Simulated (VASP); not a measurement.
OSZICAR of a VASP run on HfZr3C4 (ordered alloy cell):

File OSZICAR:
```
       N       E                     dE             d eps       ncg     rms          rms(c)
DAV:   1     0.511126475265E+03    0.51113E+03   -0.33860E+04 13986   0.169E+03
DAV:   2    -0.499021186549E+02   -0.56103E+03   -0.54622E+03 16724   0.451E+02
DAV:   3    -0.942286980025E+02   -0.44327E+02   -0.43389E+02 22061   0.100E+02
DAV:   4    -0.963390573361E+02   -0.21104E+01   -0.21078E+01 19618   0.202E+01
DAV:   5    -0.964250358501E+02   -0.85979E-01   -0.85963E-01 19709   0.372E+00    0.721E+01
DAV:   6    -0.841767733409E+02    0.12248E+02   -0.89913E+01 15750   0.332E+01    0.433E+01
DAV:   7    -0.839911355248E+02    0.18564E+00   -0.77852E+00 17767   0.105E+01    0.214E+01
DAV:   8    -0.839158867569E+02    0.75249E-01   -0.10206E+00 20119   0.450E+00    0.451E+00
DAV:   9    -0.839010495327E+02    0.14837E-01   -0.12698E-01 16428   0.189E+00    0.315E+00
DAV:  10    -0.838996919234E+02    0.13576E-02   -0.19877E-02 19844   0.958E-01    0.298E-01
DAV:  11    -0.838995864698E+02    0.10545E-03   -0.18789E-03 17167   0.249E-01    0.111E-01
DAV:  12    -0.838995700085E+02    0.16461E-04   -0.14358E-04 20380   0.659E-02    0.407E-02
DAV:  13    -0.838995629041E+02    0.71045E-05   -0.22085E-05 18730   0.301E-02    0.133E-02
DAV:  14    -0.838995639623E+02   -0.10583E-05   -0.65784E-06 18244   0.159E-02    0.106E-02
DAV:  15    -0.838995636093E+02    0.35308E-06   -0.10277E-06 17612   0.525E-03    0.300E-03
DAV:  16    -0.838995635700E+02    0.39208E-07   -0.13131E-07 10043   0.165E-03
   1 F= -.83899564E+02 E0= -.83899564E+02  d E =0.000000E+00
```

**Question.** Which electronic solver shows in the log?

**Answer.** It is blocked Davidson (ALGO = Normal, or the opening steps of other solvers). The INCAR had ALGO = Normal.

**Question.** Can the final energy be trusted as converged?

**Answer.** The run converged. It stopped with EDIFF = 1E-7, NELM = 100 (PBEsol GGA, plane waves, VASP's PBE PAW potentials (set 64)).

The structure was generated: HfZr3C4 was put into an ordered model structure (R-3m), which need not be its known phase. It was relaxed first.
